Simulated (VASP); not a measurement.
Here is the system:

```
CELL_PARAMETERS angstrom
      0.00000     3.03482     3.03482
      3.03482     0.00000     3.03482
      3.03482     3.03482     0.00000
ATOMIC_POSITIONS crystal
  Ga 0.00000 0.00000 0.00000
  Sb 0.25000 0.25000 0.25000
```

All values below come from AM05 GGA, VASP's PBE PAW potentials (set 64) (plane waves; VASP). Run with 520 eV cut-off, 10×10×10 Γ-centred mesh, first-order Methfessel-Paxton smearing of 0.10 eV, potentials Ga_d Sb.

Problem. Give the stress tensor in GPa (positive for a compressed cell).

Solution. 
```
1.52  0.00  0.00
0.00  1.52  0.00
0.00  0.00  1.52
```
The pressure is its mean diagonal, 1.52 GPa.

The compound is GaSb in the zinc blende structure. This cell is one point of a volume scan, at 0.97 of the reference volume.
